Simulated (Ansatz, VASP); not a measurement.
# HCl: VASP beside Ansatz

Wanted: the spread between two codes on one cell, functional and k mesh. Of the first pair: The cell is taken from a series of runs on this material, whose earlier steps may have relaxed, scaled, displaced or heated it; both programs get it as it stands.

Method: plane waves, with VASP 6.6.1 beside it; relaxation of cell and atoms at LDA, in Ansatz 0.2.0.

**1. Starting point**

It takes space group Fmmm (No. 69, orthorhombic). The conventional cell has a = 3.063 Å, b = 6.448 Å, c = 6.490 Å, α = 90.00°, β = 90.00°, γ = 90.00°. Nearest to H lie 2 Cl at 1.53 Å. Nearest to Cl lie 2 H at 1.53 Å. Farther neighbours and most contacts between anions are not listed.

**2. Ansatz: relaxation of cell and atoms, LDA, pair 1**

Ansatz runs on norm-conserving files, of PseudoDojo where its log says so.

The relaxed volume is the usual yardstick between codes: in a stiff, nearly cubic crystal its relative difference is about their pressure difference at one cell divided by the bulk modulus.

File input.yaml:

```yaml
crystal:
  lattice:
    - [0.0, 3.2239379547, 3.2450572786]
    - [1.531371054, 0.0, 3.2450572786]
    - [1.531371054, 3.2239379547, 0.0]
  atoms:
    - { symbol: H, position: [0.0, 0.0, 0.0] }
    - { symbol: Cl, position: [0.5, 0.5, 0.5] }
kpoints:
  mp_grid: { grid: [10, 10, 10] }
hamiltonian:
  xc: lda
  pseudopotentials: { kind: nc, accuracy: standard }
scf:
  occupations: { method: gaussian, width: 0.02 }
output:
  forces: true
  stress: true
  eigenvalues: true
  write_density: true
  write_potential: true
  elf: true
  volumetric_format: npy
basis:
  ecutwfc: 843.553
relax:
  adjacent_minimum: "off"
  f_tol: 0.003
  max_steps: 80
  cell: { stress_tol: 0.03 }
```

Run with:

```sh
ansatz run input.yaml --threads 4 --pin off --max-ram 8192MiB --backend cpu --events-out ev --progress --plain --runs-dir out
```

Numbers of over 12 decimals in the logs are rounded to 6 here.

The log of the run:

```text
Warning: basis.ecutwfc = 843.553 eV is below the records' recommended 1006.821291 eV, and the density's cutoff is lower with it unless basis.ecutrho_ratio is high enough to keep the records' density cutoff: compare with a run at a higher cutoff
Engine: ansatz 0.2.0, aarch64-unknown-linux-gnu
Pseudopotentials: kind: nc
Pseudopotential: H, nc, valence charge 1, recommended cutoff 1006.821291 eV (normal), H.nc.azcp (PseudoDojo's, or run here from an input of PseudoDojo's; its table is named by hamiltonian.pseudopotentials.accuracy)
Pseudopotential: Cl, nc, valence charge 7, recommended cutoff 761.918815 eV (normal), Cl.nc.azcp (PseudoDojo's, or run here from an input of PseudoDojo's; its table is named by hamiltonian.pseudopotentials.accuracy)
Functional definition: SPW92
  exchange = slater_x
  correlation = pw_c
Crystal: 2 atoms, lattice volume = 32.042 Å³
Basis set: ecut = 843.553 eV, 1799 PW (Γ)
Bands: 8, of which v1, the nominal top of the filled ones, is band 4 counted from 1 (3 counted from 0)
Symmetry: 8 space group operations
Space group: Fmmm (ITA 69), of the structure as read, at distance tolerance 3.2e-5 Å
k-points: 171 of 1000
Non-local potential: H, projectors of the file, l = 0: 2, l = 1: 1
Non-local potential: Cl, projectors of the file, l = 0: 2, l = 1: 2, l = 2: 2
Initial density: superposition of atomic densities (chi_scale 0.1, normalization cell, long waves kept (reshape's long-wave potential 0.01 eV rms))
Initial wavefunctions: pseudopotential atomic-orbital guess
Functional: x = slater, c = lda
SCF iter   1: F=—  HF=-462.339326 eV  |F-HF|=—  |Δ(HF+E_count)|=         —  Δρ=2.17e-2  dr2=1.23e-1  ethr=3.10e-3  ⟨swp⟩=8.4  Hψ=14483  notcnv=0
preconditioner: auto → none  [insulator: Δε(μ)=2.454 eV  Ē_g=15.541 eV  σ=0.020 eV  W_gap=1.00  n_scr=4 (ndim 8)  ℏωp=18.6 eV  f_vac=0.029  D(μ)=0.00/eV (n_scr^D=0)  ε∞_Penn≈2.4]
SCF iter   2: F=—  HF=-462.309741 eV  |F-HF|=—  |Δ(HF+E_count)|=   2.96e-2  Δρ=9.21e-3  dr2=1.07e-2  ethr=1.54e-3  ⟨swp⟩=3.4  Hψ=3978  notcnv=0
SCF iter   3: F=—  HF=-462.309924 eV  |F-HF|=—  |Δ(HF+E_count)|=   1.83e-4  Δρ=3.11e-3  dr2=1.37e-3  ethr=1.34e-4  ⟨swp⟩=1.5  Hψ=1502  notcnv=0
SCF iter   4: F=—  HF=-462.310099 eV  |F-HF|=—  |Δ(HF+E_count)|=   1.75e-4  Δρ=2.48e-4  dr2=9.51e-6  ethr=1.72e-5  ⟨swp⟩=2.2  Hψ=1873  notcnv=0
SCF iter   5: F=—  HF=-462.310102 eV  |F-HF|=—  |Δ(HF+E_count)|=   3.69e-6  Δρ=4.48e-5  dr2=4.63e-7  ethr=1.19e-7  ⟨swp⟩=2.1  Hψ=2032  notcnv=0
SCF iter   6: F=-462.310102 eV  HF=-462.310102 eV  |F-HF|=1.55e-8  |Δ(HF+E_count)|=   2.08e-7  Δρ=1.15e-5  dr2=2.54e-8  ethr=1.25e-9  ⟨swp⟩=11.9  Hψ=11293  notcnv=0
SCF 1 converged in 6 iterations: F = -462.310102 eV  dr2 = 2.54e-8
relax step   1: F+E_penalty+E_count = -462.31010211 eV  Δ(F+E_penalty+E_count) = +0.000e0 eV  max|allowed force component| = 3.106e-30 eV/Å  Δτ_max = 0.0000 Å  P = +0.019 GPa  Ω = 32.042 Å³  (6 SCF iters, dr2 threshold 1.00e-7 eV, accepted)
[...]
relax step   2: F+E_penalty+E_count = -462.31036979 eV  Δ(F+E_penalty+E_count) = -2.677e-4 eV  max|allowed force component| = 1.223e-29 eV/Å  Δτ_max = 0.0000 Å  P = +0.029 GPa  Ω = 32.289 Å³  energy of the carried Pulay correction = -7.489e-5 eV  (3 SCF iters, dr2 threshold 2.00e-7 eV, accepted)
[...]
relax step   3: F+E_penalty+E_count = -462.31044115 eV  Δ(F+E_penalty+E_count) = -7.136e-5 eV  max|allowed force component| = 9.171e-30 eV/Å  Δτ_max = 0.0000 Å  P = +0.013 GPa  Ω = 32.644 Å³  energy of the carried Pulay correction = -1.815e-4 eV  (3 SCF iters, dr2 threshold 6.47e-8 eV, accepted)
[...]
relax step   4: F+E_penalty+E_count = -462.31064160 eV  Δ(F+E_penalty+E_count) = -2.004e-4 eV  max|allowed force component| = 9.442e-30 eV/Å  Δτ_max = 0.0000 Å  P = +0.019 GPa  Ω = 32.644 Å³  stress off target by 2.24e-2 GPa  SCF on the basis re-selected at this cell (its energy is not comparable with the rows above)  (4 SCF iters)
basis re-selected at this cell: Δ(F+E_penalty+E_count) = -2.004e-4 eV, ΔP = +0.005 GPa vs the last step (what re-selecting the basis moved, of the pressure what is left beyond the Pulay correction that the steps carried, after the strain that the cell walked since its last selection, with what the two solves' SCF thresholds leave and, on support functions, any second-order correction that the steps lacked; it is no m [...]
SCF converged after 4 iterations
Free energy (F): -462.310642 eV
Harris-Foulkes:  -462.310642 eV  (|F-HF|=3.41e-12)
Internal energy: -462.310642 eV  (E = F + TS)
E sigma→0 (E₀):  -462.310642 eV
Fermi energy:    0.773435 eV
--- Per-component energies (eV) ---
  E_band       = -44.109834
  E_kinetic    = 164.506653
  E_local      = -324.843326  (includes V_loc(G=0)·N_el)
  E_nonlocal   = 59.901951
  E_hartree    = 87.309939
  E_xc         = -129.864317
  E_vxc        = -118.295000  (∫ρ·V_xc dr)
  E_ewald      = -319.321542
  E_smearing   = -0.000000  (= −TS)
  E_closure    = 0.000000  (closes the sum)
  Σ components = -462.310642   (vs F -462.310642, Δ=0.00e0)
--- Forces (eV/Å), atoms counted from 1 ---
  atom   1  H      0.00000000     0.00000000    -0.00000000
  atom   2  Cl     0.00000000    -0.00000000    -0.00000000
  max |Σ_I F_I| component: 1.95e-29 eV/Å
--- Stress (GPa, compression-positive) ---
        0.019936       0.000000      -0.000000
        0.000000       0.022364       0.000000
       -0.000000       0.000000       0.013634
  P = ⅓ Tr σ = 0.0186 GPa (0.186 kbar)
--- Band table (eV; the first three rows and the last of 171) ---
  k-point 0: bands = ["-15.3309", "-1.0055", "-0.6628", "-0.6595", "2.6682", "6.3389", "10.2572", "15.1267"]
  k-point 1: bands = ["-15.1968", "-2.2811", "-0.7167", "-0.6828", "4.1446", "6.6788", "10.4654", "13.6907"]
  k-point 2: bands = ["-14.8098", "-4.2987", "-0.8293", "-0.7316", "6.6678", "7.6015", "10.5678", "12.0230"]
  k-point 170: bands = ["-14.9818", "-3.1137", "-1.2020", "-0.4253", "2.3234", "9.7347", "11.1646", "13.6786"]
--- Relaxed structure (3 steps of the walk, 3 accepted, 1 SCFs on fresh bases) ---
  F+E_penalty+E_count = -462.31064160 eV   max|allowed force component| = 9.442e-30 eV/Å   (the final SCF, on the basis selected at the relaxed cell)
  cell:  # Å, volume = 32.6443 Å³
    - [0.0, 3.266100, 3.267708]
    - [1.529340, 0.0, 3.267708]
    - [1.529340, 3.266100, 0.0]
  atoms:
    - { symbol: H, position: [0.0, 0.0, 0.0] }
    - { symbol: Cl, position: [0.5, 0.500000, 0.5] }
```

**3. VASP: relaxation of cell and atoms, LDA, pair 1**

The same cell, functional (in two slightly different forms), mesh and smearing now go to VASP, with its own data sets.

Lines of VASP's logs that name or quote its potential files are left out, and so is its time.

File INCAR:

```
SYSTEM = HCl
PREC = Accurate
ENCUT = 500
EDIFF = 1E-07
NELM = 120
ISMEAR = 0
SIGMA = 0.02
LREAL = .FALSE.
ALGO = Normal
GGA = CA
NBANDS = 10
LORBIT = 11
LWAVE = .FALSE.
LCHARG = .FALSE.
ISIF = 3
IBRION = 2
NSW = 80
EDIFFG = -0.005
LASPH = .TRUE.
GGA_COMPAT = .FALSE.
NELMIN = 4
EFERMI = MIDGAP
KPAR = 2
```

File POSCAR:

```
HCl
1.0
    0.0000000000      3.2239380000      3.2450570000
    1.5313710000      0.0000000000      3.2450570000
    1.5313710000      3.2239380000      0.0000000000
H Cl
1 1
Direct
    0.0000000000      0.0000000000      0.0000000000
    0.5000000000      0.5000000000      0.5000000000
```

File KPOINTS:

```
Automatic mesh
0
Gamma
10 10 10
0 0 0
```

Potentials, in the order of the species: H and Cl (LDA family, release 64).

Run with:

```sh
mpirun -np 2 vasp_std
```

The log of the run:

```text
[banner, memory and clock lines left out]
running    2 mpi-ranks, on    1 nodes
 distrk:  each k-point on    1 cores,    2 groups
 distr:  one band on    1 cores,    1 groups

 POSCAR found type information on POSCAR H Cl
 POSCAR found :  2 types and       2 ions
 LDA part: xc-table for (Slater(with rela. corr.)+CA(PZ))
 , standard interpolation
 POSCAR, INCAR and KPOINTS ok, starting setup
 FFT: planning ... GRIDC
 FFT: planning ... GRID_SOFT
 FFT: planning ... GRID
 WAVECAR not read
 entering main loop
       N       E                     dE             d eps       ncg     rms          rms(c)
DAV:   1     0.266240441504E+02    0.26624E+02   -0.33194E+03  3468   0.622E+02
DAV:   2    -0.494172639089E+01   -0.31566E+02   -0.30546E+02  4184   0.115E+02
DAV:   3    -0.625143377872E+01   -0.13097E+01   -0.13082E+01  4176   0.260E+01
DAV:   4    -0.625957257276E+01   -0.81388E-02   -0.81379E-02  4452   0.233E+00
DAV:   5    -0.625964189882E+01   -0.69326E-04   -0.69325E-04  4320   0.189E-01    0.479E+00
DAV:   6    -0.621382894085E+01    0.45813E-01   -0.10111E-01  3808   0.150E+00    0.312E+00
DAV:   7    -0.620897342462E+01    0.48555E-02   -0.44329E-02  4082   0.106E+00    0.804E-01
DAV:   8    -0.620855910976E+01    0.41431E-03   -0.45774E-03  3818   0.384E-01    0.446E-02
DAV:   9    -0.620856637370E+01   -0.72639E-05   -0.68889E-05  4014   0.578E-02    0.153E-02
DAV:  10    -0.620856998088E+01   -0.36072E-05   -0.47911E-06  4248   0.149E-02    0.363E-03
DAV:  11    -0.620857010212E+01   -0.12123E-06   -0.25016E-07  4404   0.357E-03    0.245E-03
DAV:  12    -0.620857011160E+01   -0.94811E-08   -0.52266E-08  2116   0.139E-03
   1 F= -.62085701E+01 E0= -.62085701E+01  d E =-.620857E+01
[...]
2 F= -.62086605E+01 E0= -.62086605E+01  d E =-.903930E-04
[...]
3 F= -.62086945E+01 E0= -.62086945E+01  d E =-.124398E-03
[...]
4 F= -.62087127E+01 E0= -.62087127E+01  d E =-.182294E-04
[...]
5 F= -.62087553E+01 E0= -.62087553E+01  d E =-.607412E-04
 curvature:  -2.59 expect dE=-0.158E-04 dE for cont linesearch -0.151E-04
 ZBRENT: increasing intervall
 opt :   9.3155  next Energy=    -6.208781 (dE=-0.863E-04)
 bond charge predicted
       N       E                     dE             d eps       ncg     rms          rms(c)
DAV:   1    -0.621017637884E+01   -0.14211E-02   -0.43881E-02  3462   0.128E+00    0.192E-01
DAV:   2    -0.620907237967E+01    0.11040E-02   -0.22630E-03  3662   0.280E-01    0.770E-02
DAV:   3    -0.620880150506E+01    0.27087E-03   -0.92729E-04  3714   0.167E-01    0.473E-02
DAV:   4    -0.620878636659E+01    0.15138E-04   -0.45929E-05  3884   0.376E-02    0.134E-02
DAV:   5    -0.620878406816E+01    0.22984E-05   -0.90294E-06  3770   0.175E-02    0.551E-03
DAV:   6    -0.620878401534E+01    0.52816E-07   -0.24490E-07  3784   0.335E-03
   6 F= -.62087840E+01 E0= -.62087840E+01  d E =-.895053E-04
 curvature:  -4.38 expect dE=-0.220E-05 dE for cont linesearch -0.698E-06
 trial: gam= 0.00000 g(F)=  0.600E-59 g(S)=  0.502E-06 ort =-0.186E-05 (trialstep = 0.261E+01)
 search vector abs. value=  0.502E-06
 reached required accuracy - stopping structural energy minimisation
```

OUTCAR, selected parts (step 3):

```text
ion  position               nearest neighbor table
   1  0.000  0.000  0.000-   2 1.53   2 1.53
   2  0.500  0.500  0.500-   1 1.53   1 1.53

  LATTYP: Found a face centered orthorhombic cell.
 ALAT       =     3.0627420000
 B/A-ratio  =     2.1052625393
 C/A-ratio  =     2.1190534495

 Subroutine GETGRP returns: Found  8 space group operations
 (whereof  8 operations were pure point group operations)

The static configuration has the point symmetry D_2h.

 Found    171 irreducible k-points:

   k-points           NKPTS =    171   k-points in BZ     NKDIM =    171   number of bands    NBANDS=     10

   dimension x,y,z NGX =    36 NGY =   28 NGZ =   28
   dimension x,y,z NGXF=    72 NGYF=   56 NGZF=   56

   ENCUT  =  500.0 eV  36.75 Ry    6.06 a.u.   8.34  6.54  6.51*2*pi/ulx,y,z

   NELECT =       8.0000    total number of electrons

 k-points in reciprocal lattice and weights: Automatic mesh
   0.00000000  0.00000000  0.00000000       0.001
   0.10000000  0.00000000  0.00000000       0.008
   0.20000000  0.00000000  0.00000000       0.008
   0.30000000 -0.00000000 -0.00000000       0.008
   0.40000000  0.00000000  0.00000000       0.008
   0.50000000 -0.00000000 -0.00000000       0.004
   0.10000000  0.10000000  0.00000000       0.002
   0.20000000  0.10000000  0.00000000       0.008
   0.30000000  0.10000000 -0.00000000       0.008
[...]
-0.10000000  0.40000000  0.50000000       0.002
   0.00000000  0.50000000  0.50000000       0.001

 average (electrostatic) potential at core
       1 -38.0209       2 -99.0291

 E-fermi :  -0.0968

 k-point     1 :       0.0000    0.0000    0.0000
  band No.  band energies     occupation
      1     -16.2261      2.00000
      2      -1.8609      2.00000
      3      -1.5367      2.00000
      4      -1.5346      2.00000
      5       1.8458      0.00000
      6       5.5033      0.00000
      7       9.5209      0.00000
      8      14.7344      0.00000
      9      14.7367      0.00000
    ...

 k-point     2 :       0.1000    0.0000    0.0000
  band No.  band energies     occupation
      1     -16.0904      2.00000
      2      -3.1401      2.00000
      3      -1.5948      2.00000
      4      -1.5600      2.00000
      5       3.3333      0.00000
      6       5.8447      0.00000
      7       9.7332      0.00000
      8      13.0804      0.00000
      9      13.1967      0.00000
    ...

 k-point     3 :       0.2000    0.0000    0.0000
  band No.  band energies     occupation
      1     -15.6988      2.00000
      2      -5.1653      2.00000
      3      -1.7159      2.00000
      4      -1.6156      2.00000
      5       5.8862      0.00000
      6       6.7650      0.00000
      7       9.8219      0.00000
      8      11.3284      0.00000
      9      12.1592      0.00000
    ...

  Total       -0.0025023     -0.0021633     -0.0031385      0.0000000      0.0000000      0.0000000
  in kB       -0.1243527     -0.1075046     -0.1559654      0.0000000      0.0000000      0.0000000
  external PRESSURE =      -0.1292742 kB  Pullay stress =       0.0000000 kB

  energy-cutoff  :      500.00
  volume of cell :       32.24
      direct lattice vectors                 reciprocal lattice vectors
     0.000000000  3.247025634  3.248023250    -0.327118503  0.153987081  0.153939785
     1.528498066  0.000000000  3.248023250     0.327118503 -0.153987081  0.153939785
     1.528498066  3.247025634  0.000000000     0.327118503  0.153987081 -0.153939785

 POSITION                                       TOTAL-FORCE (eV/Angst)
 -----------------------------------------------------------------------------------
      0.00000      3.24703      3.24802         0.000000     -0.000000      0.000000
      1.52850      3.24703      3.24802        -0.000000      0.000000      0.000000
 -----------------------------------------------------------------------------------
    total drift:                                0.000000      0.000000      0.000000

  FREE ENERGIE OF THE ION-ELECTRON SYSTEM (eV)
  ---------------------------------------------------
  free  energy   TOTEN  =        -6.2087840153 eV

  energy  without entropy=       -6.2087840153  energy(sigma->0) =       -6.20878402

 reached required accuracy - stopping structural energy minimisation

 total charge
# of ion       s       p       d       tot
------------------------------------------
    1        0.415   0.050   0.000   0.465
    2        1.580   3.558   0.000   5.138
--------------------------------------------------
tot          1.995   3.607   0.000   5.603

[... 3 further parts left out ...]
```

CONTCAR:

```
HCl
   1.00000000000000
     0.0000000000000000    3.2470256335631738    3.2480232497939436
     1.5284980663488179    0.0000000000000000    3.2480232497939436
     1.5284980663488179    3.2470256335631738    0.0000000000000000
  H               Cl
     1     1
Direct
     1.0000000000000000    0.0000000000000000    0.0000000000000000
     0.5000000000000000    0.5000000000000000    0.5000000000000000
```

The run keeps the 8 symmetry operations of its start, so it cannot find a distortion of lower symmetry.

**4. Side by side**

Known differences besides the potentials themselves: the two LDA forms differ slightly; the cutoff is 843.553 eV in Ansatz and 500 eV in VASP; VASP's log shows a relativistic correction to its local exchange, Ansatz's none; Ansatz adds a Pulay correction to the stress that steers its cell, VASP none; Ansatz's log warns that its cutoff lies below the recommended one. Total energies have different zeros and are not compared.

The two programs side by side:

```tsv
quantity	Ansatz	VASP	difference
volume (Å³)	32.64	32.24	+1.25 %
edge a after relaxation, in the typed setting (Å)	4.620	4.593	+0.60 %
edge b after relaxation, in the typed setting (Å)	3.608	3.590	+0.51 %
edge c after relaxation, in the typed setting (Å)	3.606	3.589	+0.49 %
```

(Part 1 of 2 ends here.)

[Lines on the potential files, build, host, timing and source positions are cut from VASP's logs without a mark.]

[Logs are printed without paths, hosts, clocks, repeated set-up lines and the standing remarks that a program may print on its own settings, such as how far it seeks lower states.]

[Hosts, paths, dates, database ids (printed as entryN), source tags and the programs' standing remarks are cut or masked in the printed files.]
